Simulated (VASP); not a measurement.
Data:

```xyz
2
Lattice="0.0000 2.3854 2.3854 2.3854 0.0000 2.3854 2.3854 2.3854 0.0000" Properties=species:S:1:pos:R:3 pbc="T T T"
Y      0.0000     0.0000     0.0000
N      2.3854     2.3854     2.3854
```

Calculation: PBE GGA with D3 dispersion (zero damping), VASP's PBE PAW potentials (set 64) (plane waves; VASP). Settings: 520 eV cut-off, 9×9×9 Γ-centred mesh, Gaussian smearing of 0.050 eV, potentials Y_sv N.

Problem. Give the stress tensor in GPa (positive for a compressed cell).

Solution. 
```
11.68   0.00   0.00
 0.00  11.68   0.00
 0.00   0.00  11.68
```
The pressure is its mean diagonal, 11.68 GPa.

The compound is YN in the rock salt structure. This cell is one point of a volume scan, at 0.94 of the reference volume.
